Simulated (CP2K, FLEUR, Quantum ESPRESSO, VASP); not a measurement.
## Pt: programs and potentials compared

```
Pt
1.0
     2.76889    0.00000    0.00000
     0.00000    2.76889    0.00000
     0.00000    0.00000   24.78950
Pt
6
Direct
  0.50000 0.50000 0.30255
  0.00000 0.00000 0.38153
  0.50000 0.50000 0.46051
  0.00000 0.00000 0.53949
  0.50000 0.50000 0.61847
  0.00000 0.00000 0.69745
```

Alike in all runs: functional PBE; k mesh 10 × 10 × 1; occupations fermi-dirac, width 0.05 eV; no spin polarisation; no spin-orbit coupling.

```json
{"program and potentials": "FLEUR, all-electron, FLAPW", "plane-wave cutoff (eV)": "-", "notes": "-", "band gap (eV)": "no gap", "largest force (eV/Å)": "0.286"}
{"program and potentials": "VASP, PBE PAW files Pt, 520 eV", "plane-wave cutoff (eV)": "520", "notes": "10 valence electrons an atom on average", "band gap (eV)": "no gap", "largest force (eV/Å)": "0.284"}
{"program and potentials": "CP2K, POTENTIAL_UZH Pt GTH-PBE-q18; TZVP-MOLOPT-PBE-GTH basis", "plane-wave cutoff (eV)": "-", "notes": "atomic basis; 18 valence electrons an atom on average", "band gap (eV)": "no gap", "largest force (eV/Å)": "0.282"}
{"program and potentials": "Quantum ESPRESSO, PseudoDojo 0.4.1 SR PBE standard", "plane-wave cutoff (eV)": "1143", "notes": "18 valence electrons an atom on average", "band gap (eV)": "no gap", "largest force (eV/Å)": "0.289"}
```

Force on atom 2 (Pt), eV/Å:

| program and potentials | x | y | z |
| --- | --- | --- | --- |
| FLEUR, all-electron, FLAPW | 0.000 | 0.000 | -0.286 |
| VASP, PBE PAW files Pt, 520 eV | 0.000 | 0.000 | -0.284 |
| CP2K, POTENTIAL_UZH Pt GTH-PBE-q18; TZVP-MOLOPT-PBE-GTH basis | 0.000 | 0.000 | -0.282 |
| Quantum ESPRESSO, PseudoDojo 0.4.1 SR PBE standard | 0.000 | 0.000 | -0.289 |

None finds a gap. Rows in atomic bases carry the error of their basis and grid, which can be large.

Differences between rows come from potentials, basis sets and numerical settings, since the functional is the same but for its coding. Runs on potential files found faulty are left out.
